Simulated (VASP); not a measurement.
Energy against volume of CeO2 (fluorite). These are rev-vdW-DF2, VASP's PBE PAW potentials (set 64) (plane waves; VASP) values and carry that method's errors. Run with 520 eV cut-off, 7×7×7 Γ-centred mesh, Gaussian smearing of 0.050 eV, potentials Ce O.

| V (Å³/atom) | E (eV/atom) |
|---|---|
| 12.607 | -7.06523 |
| 13.009 | -7.08959 |
| 13.411 | -7.09769 |
| 13.814 | -7.09199 |

**Question.** Fit these four points and predict the energy of the run at 14.216 Å³/atom.

**Answer.** A cubic in V^(−2/3), the third-order Birch-Murnaghan form, passes through the four points with V0 = 13.44 Å³/atom and B0 = 181 GPa, and gives -7.0746 eV/atom there. The run gave -7.0745 eV/atom, +0.1 meV/atom from the fit; all five points give B0 = 181 GPa.

The compound is CeO2 in the fluorite structure. It was relaxed first. The run is not spin-polarised, so no magnetic state was tried.
